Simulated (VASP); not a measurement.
# Ga2GeO5 (Cmcm) in VASP: relaxation of cell and atoms with PBE

Aim: the relaxation of cell and atoms of Ga2GeO5 with PBE.

All numbers are computed with VASP 6.6.1; they aren't measurements. Logs are shortened: lines on timing, memory, paths and dates and some standing lists are left out, and cuts for length are marked.

### Step 1. The structure

The structure is orthorhombic, space group Cmcm (No. 63). The conventional cell has a = 3.750 Å, b = 9.900 Å, c = 10.100 Å, α = 90.00°, β = 90.00°, γ = 90.00°. Ga (site symmetry m) has 6 O at 1.90 to 2.18 Å as nearest neighbours. Ge (site symmetry m2m) is surrounded by 6 O at 1.94 to 2.17 Å. Around O (site symmetry m) lie 2 Ga at 1.90 to 1.98 Å and 1 Ge at 1.94 Å. Around O (site symmetry m) lie 3 Ga at 1.96 to 2.17 Å and 1 Ge at 2.17 Å. O (site symmetry m2m) is surrounded by 2 Ge at 2.00 Å and 2 Ga at 2.18 Å.

The cell was built by a generator and needn't be a form met in nature.

### Step 2. Relaxation of cell and atoms, PBE

Input file INCAR:

```
SYSTEM = Ga2GeO5
PREC = Normal
ENCUT = 520
EDIFF = 1E-4
ISMEAR = 0
SIGMA = 0.15
LREAL = Auto
LASPH = .True.
NELM = 60
ALGO = Fast
ISIF = 3
LWAVE = .False.
LCHARG = .False.
GGA = PE
IBRION = 2
NSW = 24
EDIFFG = -0.08
KPAR = 2
```

Input file KPOINTS:

```
Automatic mesh
0
Gamma
  4 4 2
  0 0 0
```

Input file POSCAR:

```
Ga2GeO5
1.0
    1.8750000000     -4.9500000000      0.0000000000
    1.8750000000      4.9500000000      0.0000000000
    0.0000000000      0.0000000000     10.1000000000
Ga Ge O
4 2 10
Direct
    0.1350000000      0.8650000000      0.4400000000
    0.1350000000      0.8650000000      0.0600000000
    0.8650000000      0.1350000000      0.9400000000
    0.8650000000      0.1350000000      0.5600000000
    0.8100000000      0.1900000000      0.2500000000
    0.1900000000      0.8100000000      0.7500000000
    0.9520000000      0.0480000000      0.3830000000
    0.9520000000      0.0480000000      0.1170000000
    0.6900000000      0.3100000000      0.4300000000
    0.6900000000      0.3100000000      0.0700000000
    0.0480000000      0.9520000000      0.8830000000
    0.0480000000      0.9520000000      0.6170000000
    0.3100000000      0.6900000000      0.5700000000
    0.3100000000      0.6900000000      0.9300000000
    0.7600000000      0.2400000000      0.7500000000
    0.2400000000      0.7600000000      0.2500000000
```

Potentials or basis: VASP PAW PBE potentials, release 64 (Ga_d, Ge_d, O).

Command:

```
$ cat potpaw_PBE.64/Ga_d/POTCAR potpaw_PBE.64/Ge_d/POTCAR potpaw_PBE.64/O/POTCAR > POTCAR
$ mpirun -np 2 vasp_std > vasp.out
```

OUTCAR:

```text
SYSTEM = Ga2GeO5
   PREC = Normal
   ENCUT = 520
   EDIFF = 1E-4
   ISMEAR = 0
   LREAL = Auto
   LASPH = .True.
   NELM = 60
   ISIF = 3
   GGA = PE
   IBRION = 2
   NSW = 24
   EDIFFG = -0.08

 ion  position               nearest neighbor table
   1  0.135  0.865  0.440-   7 1.90   9 1.96   9 1.96  12 1.98  13 2.17  16 2.18
   2  0.135  0.865  0.060-   8 1.90  10 1.96  10 1.96  11 1.98  14 2.17  16 2.18
   3  0.865  0.135  0.940-  11 1.90  14 1.96  14 1.96   8 1.98  10 2.17  15 2.18
   4  0.865  0.135  0.560-  12 1.90  13 1.96  13 1.96   7 1.98   9 2.17  15 2.18
   5  0.810  0.190  0.250-   7 1.94   8 1.94  16 2.00  16 2.00  10 2.17   9 2.17
   6  0.190  0.810  0.750-  11 1.94  12 1.94  15 2.00  15 2.00  14 2.17  13 2.17
   7  0.952  0.048  0.383-   1 1.90   5 1.94   4 1.98
   8  0.952  0.048  0.117-   2 1.90   5 1.94   3 1.98
   9  0.690  0.310  0.430-   1 1.96   1 1.96   5 2.17   4 2.17
  10  0.690  0.310  0.070-   2 1.96   2 1.96   5 2.17   3 2.17
  11  0.048  0.952  0.883-   3 1.90   6 1.94   2 1.98
  12  0.048  0.952  0.617-   4 1.90   6 1.94   1 1.98
  13  0.310  0.690  0.570-   4 1.96   4 1.96   6 2.17   1 2.17
  14  0.310  0.690  0.930-   3 1.96   3 1.96   6 2.17   2 2.17
  15  0.760  0.240  0.750-   6 2.00   6 2.00   4 2.18   3 2.18
  16  0.240  0.760  0.250-   5 2.00   5 2.00   2 2.18   1 2.18

  LATTYP: Found a base centered orthorhombic cell.
 ALAT       =     3.7500000000
 B/A-ratio  =     2.6400000000
 C/A-ratio  =     2.6933333333

  Lattice vectors:

 A1 = (   1.8750000000,  -4.9500000000,   0.0000000000)
 A2 = (   1.8750000000,   4.9500000000,   0.0000000000)
 A3 = (   0.0000000000,   0.0000000000,  10.1000000000)

Analysis of symmetry for initial positions (statically):
=====================================================================
 Subroutine PRICEL returns:
 Original cell was already a primitive cell.

 Routine SETGRP: Setting up the symmetry group for a
 base centered orthorhombic supercell.

 Subroutine GETGRP returns: Found  8 space group operations
 (whereof  4 operations were pure point group operations)
 out of a pool of  8 trial point group operations.

The static configuration has the point symmetry C_2h.
 The point group associated with its full space group is D_2h.

Analysis of symmetry for dynamics (positions and initial velocities):
=====================================================================
 Subroutine PRICEL returns:
 Original cell was already a primitive cell.

 Routine SETGRP: Setting up the symmetry group for a
 base centered orthorhombic supercell.

 Subroutine GETGRP returns: Found  8 space group operations
 (whereof  4 operations were pure point group operations)
[... 146 lines left out ...]
   LHFCALC =     F    Hartree Fock is set to
   AEXX    =    0.0000 exact exchange contribution
   IVDW    =     0    specifies the selected vdW correction
   LEPSILON=     F    determine dielectric tensor
   LRPA    =     F    only Hartree local field effects (RPA)
 conjugate gradient relaxation of ions
 non-spin polarized calculation
 RMM-DIIS sequential band-by-band and
 Gauss-broadening in eV      SIGMA  =   0.15
  energy-cutoff  :      520.00
  volume of cell :      187.48
 maximum number of plane-waves:      5082
   NGX = 19   NGY = 19   NGZ = 37

--------------------------------------- Ionic step        1  -------------------------------------------

 number of electron     139.9999941 magnetization

 Free energy of the ion-electron system (eV)
  ---------------------------------------------------
  ext. energy  EPLUGINS =         0.00000000
  ---------------------------------------------------
  free energy    TOTEN  =       -96.41177801 eV

  energy without entropy =      -96.41177801  energy(sigma->0) =      -96.41177801

------------------------ aborting loop because EDIFF is reached ----------------------------------------

  FORCE on cell =-STRESS in cart. coord.  units (eV):
  Direction    XX          YY          ZZ          XY          YZ          ZX
  --------------------------------------------------------------------------------------
  -------------------------------------------------------------------------------------
  Total       -5.2701322     -6.8655208    -14.4025841      0.0000000      0.0000000      0.0000000
  in kB      -45.0374978    -58.6713704   -123.0816079      0.0000000      0.0000000      0.0000000
  external PRESSURE =     -75.5968254 kB  Pullay stress =       0.0000000 kB
[... 131 lines left out ...]
  FREE ENERGIE OF THE ION-ELECTRON SYSTEM (eV)
  ---------------------------------------------------
  free  energy   TOTEN  =       -97.1183748807 eV

  energy  without entropy=      -97.1183748807  energy(sigma->0) =      -97.11837488

[... ionic steps 4 to 12 ...]

--------------------------------------- Ionic step       13  -------------------------------------------

 number of electron     140.0000160 magnetization

------------------------ aborting loop because EDIFF is reached ----------------------------------------
[... 95 lines left out ...]
--------------------------------------- Ionic step       15  -------------------------------------------

 number of electron     140.0000141 magnetization

 Free energy of the ion-electron system (eV)
  ---------------------------------------------------
  ext. energy  EPLUGINS =         0.00000000
  ---------------------------------------------------
  free energy    TOTEN  =       -97.57115204 eV

  energy without entropy =      -97.57115204  energy(sigma->0) =      -97.57115204

 E-fermi :   3.7951     XC(G=0): -11.0340

 val. band max:        3.0333275960   @ k =   0.2500   0.2500   0.0000
 cond. band min:       5.3949810717   @ k =   0.0000   0.0000   0.0000
 fundamental gap:      2.3616534758
 Fermi energy:         3.7951330469

 k-point     1 :       0.0000    0.0000    0.0000
  band No.  band energies     occupation
      1     -20.4451      2.00000
      2     -20.4439      2.00000
      3     -20.4035      2.00000
      4     -20.4020      2.00000
      5     -20.2444      2.00000
      6     -20.2444      2.00000
[... 1179 lines left out ...]
     81      13.5023      0.00000
     82      13.5023      0.00000
 [bands above 82 left out]

------------------------ aborting loop because EDIFF is reached ----------------------------------------

  FORCE on cell =-STRESS in cart. coord.  units (eV):
  Direction    XX          YY          ZZ          XY          YZ          ZX
  --------------------------------------------------------------------------------------
  -------------------------------------------------------------------------------------
  Total        0.2219755      0.1395939      0.1679791      0.0000000      0.0000000      0.0000000
  in kB        1.9879675      1.2501744      1.5043866      0.0000000      0.0000000      0.0000000
  external PRESSURE =       1.5808428 kB  Pullay stress =       0.0000000 kB
[... 31 lines left out ...]
  FREE ENERGIE OF THE ION-ELECTRON SYSTEM (eV)
  ---------------------------------------------------
  free  energy   TOTEN  =       -97.5711520396 eV

  energy  without entropy=      -97.5711520396  energy(sigma->0) =      -97.57115204

 reached required accuracy - stopping structural energy minimisation
```

It took 12 min on 2 MPI ranks of Intel Xeon Platinum 8259CL at 2.50GHz (Skylake/Cascade Lake), shared host; peak memory 0.31 GiB.

What came out:

```yaml
Free_energy: -97.5712 eV
Relaxed_volume: 11.18 Å³/atom
Relaxed_cell: a = 5.291 Å, b = 5.291 Å, c = 9.717 Å, α = 90.00°, β = 90.00°, γ = 138.87°
Space_group_after_relaxing_to_0.05_Å: Cmcm (No. 63)
Energy_gained_by_relaxing: 72.5 meV/atom
Ionic_steps: 15
Pressure_after_relaxing: 0.2 GPa
Largest_force_after_relaxing: 0.048 eV/Å
Band_gap_on_the_k_mesh: 2.36 eV, indirect (least direct gap 2.48 eV)
```

Forces on the atoms (eV/Å):
```
Ga   0.000  0.024  0.017
Ga   0.000  0.024 -0.017
Ga   0.000 -0.024  0.017
Ga   0.000 -0.024 -0.017
Ge   0.000  0.011  0.000
Ge   0.000 -0.011  0.000
O    0.000  0.005 -0.008
O    0.000  0.005  0.008
O    0.000 -0.012 -0.047
O    0.000 -0.012  0.047
O    0.000 -0.005 -0.008
O    0.000 -0.005  0.008
O    0.000  0.012  0.047
O    0.000  0.012 -0.047
O    0.000  0.007  0.000
O    0.000 -0.007  0.000
```

The path:
| step | energy change (eV) | largest force (eV/Å) | pressure (GPa) | volume (Å³) |
| --- | --- | --- | --- | --- |
| 1 | 0.0000 | 1.7508 | -7.56 | 187.48 |
| 2 | -0.4161 | 2.3526 | 8.67 | 172.84 |
| 3 | -0.7066 | 0.9144 | 1.34 | 178.08 |
| 4 | -0.9286 | 0.5550 | 0.62 | 178.43 |
| 5 | -0.9931 | 0.7137 | 0.30 | 178.71 |
| 6 | -1.1186 | 0.3296 | -0.18 | 179.41 |
| 7 | -1.1210 | 0.3171 | -0.07 | 179.50 |
| 8 | -1.1484 | 0.1737 | -0.22 | 179.48 |
| 9 | -1.1522 | 0.1180 | -0.25 | 179.47 |
| 10 | -1.1529 | 0.0986 | -0.25 | 179.47 |
| 11 | -1.1570 | 0.1734 | -0.15 | 179.02 |
| 12 | -1.1573 | 0.1120 | -0.12 | 179.11 |
| 13 | -1.1573 | 0.1372 | 0.00 | 179.09 |
| 14 | -1.1573 | 0.1151 | -0.01 | 179.10 |
| 15 | -1.1594 | 0.0481 | 0.16 | 178.90 |

Final structure:
```xyz
16
Lattice="1.8583 -4.9537 0.0000 1.8583 4.9537 0.0000 0.0000 0.0000 9.7170" Properties=species:S:1:pos:R:3 pbc="T T T"
Ga    1.8583    3.6261    4.2036
Ga    1.8583    3.6261    0.6548
Ga    1.8583   -3.6261    9.0621
Ga    1.8583   -3.6261    5.5133
Ge    1.8583   -3.1310    2.4292
Ge    1.8583    3.1310    7.2877
O     1.8583   -4.4179    3.7369
O     1.8583   -4.4179    1.1216
O     1.8583   -1.8875    4.0021
O     1.8583   -1.8875    0.8564
O     1.8583    4.4179    8.5954
O     1.8583    4.4179    5.9801
O     1.8583    1.8875    5.7149
O     1.8583    1.8875    8.8606
O     1.8583   -2.4234    7.2877
O     1.8583    2.4234    2.4292
```

Levels at points of the mesh, in eV from the valence-band top:
```tsv
k point	band 68	band 69	band 70	band 71	band 72	band 73
(0.00, 0.00, 0.00)	-0.30	-0.25	-0.12	2.36	4.65	5.31
(0.50, 0.00, 0.00)	-0.38	-0.08	-0.05	5.59	6.58	7.42
(0.50, 0.50, 0.00)	-0.33	-0.30	-0.28	4.52	4.71	5.31
(0.00, 0.00, 0.50)	-0.44	-0.16	-0.16	3.55	3.55	5.49
(0.50, 0.00, 0.50)	-0.40	-0.07	-0.07	6.13	6.13	7.37
(0.50, 0.50, 0.50)	-0.50	-0.35	-0.35	4.87	4.87	5.28
```

Caveat: the k mesh is coarse (spacing up to 0.45 Å⁻¹), so the values aren't converged; the relaxation stopped at a loose force limit of 0.08 eV/Å, so its end isn't a converged minimum. A k mesh can miss the band edges.
